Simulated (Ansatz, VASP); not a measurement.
**Mg2TeBr2: VASP beside Ansatz**

```
Mg Te Br
1.0
     4.62934    0.00000    0.00000
     0.00000    4.62934    0.00000
     0.00000    0.00000    6.42732
Mg Te Br
2 1 2
Direct
  0.00000 0.50000 0.50000
  0.50000 0.00000 0.50000
  0.00000 0.00000 0.00000
  0.50000 0.50000 0.25314
  0.50000 0.50000 0.74686
```

The cell was built by a generator and needn't be a form met in nature.

Alike in both runs: task single point; functional PBE; k mesh 8 × 8 × 6; occupations gaussian, width 0.1 eV; no spin polarisation.

|  | VASP | Ansatz |
| --- | --- | --- |
| version | VASP 6.6.1 | Ansatz 0.2.0 |
| potentials or method | VASP PAW PBE potentials, release 64 (Mg, Te, Br) | scalar-relativistic, plane waves, PAW |
| plane-wave cutoff (eV) | 520 | 420 |
| valence electrons in the cell | 24 | 50 |

```csv
,VASP,Ansatz,Ansatz less VASP
gap on the k mesh at the Fermi level (eV),none,none,-
pressure (GPa),-0.1,0.0,+0.09
rms of the force components (eV/Å),0.003,0.000,-0.0031
```

Atom by atom the forces differ by 0.003 eV/Å (rms over components). A gap of «none» marks a metal or a gap that the smearing closes. The functional is the same, so the differences come from potentials, cutoffs and numerics. The two sets of potentials don't hold the same shells in valence.

Spin-orbit coupling is left out, which matters for the levels of Te.
